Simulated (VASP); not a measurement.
The system is Sb2TeO2.

```xyz
5
Lattice="4.1000 0.0000 0.0000 -2.0500 3.5507 0.0000 0.0000 0.0000 7.3500" Properties=species:S:1:pos:R:3 pbc="T T T"
Sb    0.0000    2.3671    2.0580
Sb    2.0500    1.1836    5.2920
Te    0.0000    0.0000    0.0000
O     2.0500    1.1836    2.7195
O     0.0000    2.3671    4.6305
```

The cell was built by a generator and needn't be a form met in nature.

| Property | Result |
| --- | --- |
| Program | VASP 6.6.1 |
| Task | relaxation of cell and atoms |
| Functional | PBE |
| Potentials or basis | VASP PAW PBE potentials, release 64 (Sb, Te, O) |
| Cutoff | 520 eV |
| k mesh | 4 × 4 × 2 |
| Occupations | gaussian, width 0.15 eV |
| Spin | no spin polarisation |

At the start: pressure -6.7 GPa; volume 21.40 Å³/atom.

Q: Where does the relaxation end?

A: Over 9 steps the energy falls by 129.5 meV/atom and the volume is 20.01 Å³/atom (-6.5 %); space group P-3m1 (No. 164, to 0.05 Å).

The path:
```tsv
step	energy change (eV)	largest force (eV/Å)	pressure (GPa)	volume (Å³)
1	0.0000	1.4337	-6.69	107.00
2	-0.3422	0.9474	4.54	93.75
3	-0.3593	0.8855	1.92	95.90
4	-0.5120	0.7936	1.92	96.37
5	-0.5802	0.6128	2.97	96.92
6	-0.6235	0.1662	-2.05	103.37
7	-0.6353	0.3044	-0.66	101.21
8	-0.6474	0.1130	-0.07	100.37
9	-0.6477	0.0464	0.22	100.06
```

Final structure:
```cif
data_structure
_symmetry_space_group_name_H-M 'P 1'
_symmetry_Int_Tables_number 1
_cell_length_a 4.0510
_cell_length_b 4.0510
_cell_length_c 7.0408
_cell_angle_alpha 90.000
_cell_angle_beta 90.000
_cell_angle_gamma 120.000
_cell_volume 100.06
loop_
_atom_site_label
_atom_site_type_symbol
_atom_site_fract_x
_atom_site_fract_y
_atom_site_fract_z
_atom_site_occupancy
Sb1 Sb 0.33333 0.66667 0.30107 1
Sb2 Sb 0.66667 0.33333 0.69893 1
Te1 Te 0.00000 0.00000 0.00000 1
O1 O 0.66667 0.33333 0.39536 1
O2 O 0.33333 0.66667 0.60464 1
```

Caveat: the k mesh is coarse (spacing up to 0.44 Å⁻¹), so the values aren't converged.
